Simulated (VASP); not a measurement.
**Be3BAs3: single point with PBE**

The system is Be3BAs3.

```
Be B As
1.0
     4.56003    0.00000    0.00000
     0.00000    4.56003    0.00000
     0.00000    0.00000    7.67034
Be B As
3 1 3
Direct
  0.50000 0.50000 0.76461
  0.50000 0.50000 0.23539
  0.00000 0.00000 0.00000
  0.50000 0.50000 0.00000
  0.00000 0.50000 0.00000
  0.50000 0.00000 0.00000
  0.50000 0.50000 0.50000
```

The cell was built by a generator and needn't be a form met in nature.

The cell isn't the ideal one: random cell by space group and Wyckoff sites (P4/mmm, No. 123).

```
Program             : VASP 6.6.1
Task                : single point
Functional          : PBE
Potentials or basis : VASP PAW PBE potentials, release 64 (Be, B, As)
Cutoff              : 520 eV
k mesh              : 8 × 8 × 6
Occupations         : gaussian, width 0.1 eV
Spin                : no spin polarisation
```

```
Pressure               : 0.1 GPa
Largest force          : 0.026 eV/Å
Band gap on the k mesh : none (metal or under the smearing width)
```

Forces in eV/Å, atoms in the order of the input:
```
Be   0.000  0.000  0.026
Be   0.000  0.000 -0.026
Be   0.000  0.000  0.000
B    0.000  0.000  0.000
As   0.000  0.000  0.000
As   0.000  0.000  0.000
As   0.000  0.000  0.000
```

Levels at points of the mesh, in eV from the Fermi level:
| k point | band 10 | band 11 | band 12 | band 13 | band 14 | band 15 |
| --- | --- | --- | --- | --- | --- | --- |
| (0.00, 0.00, 0.00) | -1.14 | 0.12 | 0.12 | 0.31 | 0.48 | 2.08 |
| (0.50, 0.00, 0.00) | -2.52 | -1.20 | 0.23 | 1.01 | 1.85 | 2.27 |
| (0.50, 0.50, 0.00) | -0.96 | -0.96 | 1.55 | 2.02 | 2.04 | 2.04 |
| (0.00, 0.00, 0.50) | -1.12 | -0.18 | -0.18 | 0.29 | 0.41 | 2.89 |
| (0.50, 0.00, 0.50) | -2.74 | -0.36 | -0.02 | 0.95 | 1.67 | 2.31 |
| (0.50, 0.50, 0.50) | -0.04 | -0.04 | 1.47 | 1.77 | 1.77 | 2.02 |

Wall time 100 s on 1 thread of Intel(R) Xeon(R) 6975P-C (Granite Rapids), on a shared host, peak memory 0.39 GiB.
